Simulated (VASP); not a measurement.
ZnSe (zinc blende), at 1.04 of the tabulated volume:

```yaml
crystal:
  lattice:
    - [0.00000, 2.87231, 2.87231]
    - [2.87231, 0.00000, 2.87231]
    - [2.87231, 2.87231, 0.00000]
  atoms:
    - { symbol: Zn, position: [0.00000, 0.00000, 0.00000] }
    - { symbol: Se, position: [0.25000, 0.25000, 0.25000] }
```

The lowest empty band near Γ, direction [110], from mBJ (TB09) with spin-orbit coupling in VASP (PAW); its two spin partners are averaged. The gap over the points computed is 2.51 eV, and the next band on that side lies 3.98 eV away at the edge.

Settings: 400 eV cut-off, 9×9×9 Γ-centred mesh, Gaussian smearing of 0.050 eV, potentials Zn Se.

```
distance from the edge in k (1/Å)  distance in energy (meV)
---------------------------------  ------------------------
0.012                                                   3.0
0.018                                                   6.7
0.025                                                  12.8
0.035                                                  25.1
0.050                                                  50.6
0.070                                                  97.1
```

Task: Fit E(1 + αE) = ħ²k²/2m* (ħ²/2m0 = 3.810 eV Å²) and predict the row at 0.095 1/Å.

Result: Least squares on the energies gives the electron mass m* = 0.184 m0 and α = 0.46 per eV, and so 173.0 meV. The run gave 172.3 meV, -0.7 meV from the fit.

Left out are points under 3 meV from the edge, since the levels carry 0.1 meV, and points farther than half the way to the next band.

The compound is ZnSe in the zinc blende structure. The cell was not relaxed at this level.
